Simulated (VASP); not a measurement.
Given:

```yaml
crystal:
  lattice:
    - [0.00000, 3.19061, 3.19061]
    - [3.19061, 0.00000, 3.19061]
    - [3.19061, 3.19061, 0.00000]
  atoms:
    - { symbol: Zr, position: [0.00000, 0.00000, 0.00000] }
    - { symbol: Ge, position: [0.25000, 0.25000, 0.25000] }
    - { symbol: Ge, position: [0.75000, 0.75000, 0.75000] }
```

These are PBEsol GGA, VASP's PBE PAW potentials (set 64) (plane waves; VASP) values and carry that method's errors. Settings: 400 eV cut-off, Gaussian smearing of 0.050 eV, potentials Zr_sv Ge_d.

**Question.** Give the energies of bands 16 to 23 at the high-symmetry points, in eV from the Fermi level.

**Answer.** 
```
band      Γ      X      U      L      W
----  -----  -----  -----  -----  -----
16    -5.09  -7.87  -8.27  -8.39  -8.32
17    -3.50  -5.18  -4.67  -2.73  -4.22
18    -3.50  -2.45  -2.89  -2.73  -4.15
19    -3.50  -2.45  -2.30  -1.06  -1.15
20     0.38  -0.13  -0.77  -0.06  -1.15
21     0.38  -0.13   0.15  -0.06  -0.09
22     2.95   0.45   1.26  -0.05   1.07
23     2.95   1.28   1.59   0.86   2.03
```

It has no gap at this level: it comes out as a metal or semimetal.

The structure was generated: ZrGe2 was put into the fluorite type (Fm-3m), which need not be its known phase. It was relaxed first, which changed the volume by -11 %.
